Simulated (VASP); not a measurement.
The system is LaAgSb2.

```
CELL_PARAMETERS angstrom
4.40346 0.00000 0.00000
0.00000 4.40346 0.00000
0.00000 0.00000 11.06682
ATOMIC_POSITIONS crystal
La 0.00000 0.50000 0.26299
La 0.50000 0.00000 0.73701
Ag 0.00000 0.00000 0.00000
Ag 0.50000 0.50000 0.00000
Sb 0.00000 0.50000 0.83331
Sb 0.50000 0.00000 0.16669
Sb 0.00000 0.00000 0.50000
Sb 0.50000 0.50000 0.50000
```

The cell is a database's computed one.

* Program: VASP 6.6.1
* Task: relaxation of cell and atoms
* Functional: LDA
* Potentials or basis: VASP PAW LDA potentials, release 64 (La, Ag, Sb)
* Cutoff: 600 eV
* k mesh: 8 × 8 × 4
* Occupations: methfessel-paxton, width 0.1 eV
* Spin: no spin polarisation

At the start: pressure -4.7 GPa; volume 26.82 Å³/atom.

How do energy, volume and symmetry change on relaxing?

Over 10 steps the energy falls by 31.6 meV/atom and the volume is 24.93 Å³/atom (-7.1 %); space group P4/nmm (No. 129, to 0.05 Å).

Step by step:
```csv
step,energy change (eV),largest force (eV/Å),pressure (GPa),volume (Å³)
1,0.0000,0.2154,-4.71,214.59
2,-0.0993,0.3979,4.44,191.01
3,-0.2237,0.2060,0.00,200.52
4,-0.2236,0.2049,0.10,200.25
5,-0.2367,0.1846,0.12,199.91
6,-0.2494,0.1336,0.16,199.05
7,-0.2521,0.0286,-0.22,199.96
8,-0.2521,0.0345,-0.21,199.90
9,-0.2521,0.0346,0.18,198.95
10,-0.2526,0.0024,0.00,199.42
```

Final structure:
```
La Ag Sb
1.0
     4.34055    0.00000    0.00000
     0.00000    4.34055    0.00000
     0.00000    0.00000   10.58458
La Ag Sb
2 2 4
Direct
  0.00000 0.50000 0.25812
  0.50000 0.00000 0.74188
  0.00000 0.00000 0.00000
  0.50000 0.50000 0.00000
  0.00000 0.50000 0.83087
  0.50000 0.00000 0.16913
  0.00000 0.00000 0.50000
  0.50000 0.50000 0.50000
```
